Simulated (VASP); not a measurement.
Crystal: C.

```xyz
4
Lattice="2.4673 0.0000 0.0000 -1.2336 2.1367 0.0000 0.0000 0.0000 7.8031" Properties=species:S:1:pos:R:3 pbc="T T T"
C     0.0000    0.0000    1.9508
C     0.0000    0.0000    5.8523
C     0.0000    1.4245    1.9508
C     1.2336    0.7122    5.8523
```

* Program: VASP 6.6.1
* Task: relaxation of cell and atoms
* Functional: r2SCAN
* Potentials or basis: VASP PAW PBE potentials, release 64 (C)
* Cutoff: 600 eV
* k mesh: 12 × 12 × 4
* Occupations: gaussian, width 0.02 eV
* Spin: no spin polarisation

At the start: pressure -3.4 GPa; volume 10.28 Å³/atom.

Problem. Where does the relaxation end?

Solution. Over 13 steps the energy falls by 8.5 meV/atom and the volume is 9.05 Å³/atom (-12.0 %); space group P6_3/mmc (No. 194, to 0.05 Å).

The path:
| step | energy change (eV) | largest force (eV/Å) | pressure (GPa) | volume (Å³) |
| --- | --- | --- | --- | --- |
| 1 | 0.0000 | 0.0000 | -3.41 | 41.14 |
| 2 | 0.0204 | 0.0000 | 6.94 | 39.85 |
| 3 | -0.0051 | 0.0000 | -0.34 | 40.73 |
| 4 | -0.0065 | 0.0000 | -0.35 | 40.58 |
| 5 | -0.0107 | 0.0000 | -0.36 | 40.11 |
| 6 | -0.0187 | 0.0000 | -0.37 | 39.16 |
| 7 | -0.0313 | 0.0000 | -0.27 | 37.27 |
| 8 | -0.0083 | 0.0000 | 0.81 | 33.50 |
| 9 | -0.0336 | 0.0000 | -0.18 | 36.59 |
| 10 | -0.0340 | 0.0000 | -0.10 | 36.11 |
| 11 | -0.0340 | 0.0000 | -0.12 | 36.20 |
| 12 | -0.0325 | 0.0000 | 1.95 | 35.98 |
| 13 | -0.0340 | 0.0000 | 0.00 | 36.19 |

Final structure:
```
C
1.0
     2.45656    0.00000    0.00000
    -1.22828    2.12744    0.00000
     0.00000    0.00000    6.92391
C
4
Cartesian
  0.0000 0.0000 1.7310
  0.0000 0.0000 5.1929
  0.0000 1.4183 1.7310
  1.2283 0.7091 5.1929
```

Caveat: the PAW data sets were made with another functional, which shifts forces and pressure a little.
